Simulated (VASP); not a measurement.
The system is MgO.

```
Mg O
1.0
     0.00000    2.09700    2.09700
     2.09700    0.00000    2.09700
     2.09700    2.09700    0.00000
Mg O
1 1
Direct
  0.00000 0.00000 0.00000
  0.50000 0.50000 0.50000
```

The cell is a database's computed one.

Base run:

| Property | Result |
| --- | --- |
| Program | VASP 6.6.1 |
| Functional | TB-mBJ |
| Potentials or basis | VASP PAW PBE potentials, release 64 (Mg, O) |
| Cutoff | 520 eV |
| k mesh | 10 × 10 × 10 |
| Occupations | gaussian, width 0.02 eV |
| Spin | no spin polarisation |

Its results: band gap on the k mesh 6.90 eV, direct.

After a change of settings the same cell gave: band gap on the k mesh 5.74 eV, direct. Which change was it?
A. functional from TB-mBJ to r2SCAN
B. functional from TB-mBJ to PBE; further incar settings from ALGO = Normal; EDIFF = 1e-07 to ALGO = Fast; EDIFF = 1e-08
C. functional from TB-mBJ to HSE06; k mesh from 10 × 10 × 10 to 8 × 8 × 8
D. functional from TB-mBJ to PBE; further incar settings from ALGO = Normal; EDIFF = 1e-07 to ALGO = Fast; EDIFF = 1e-07

A.

Not every run made on this cell is shown here.
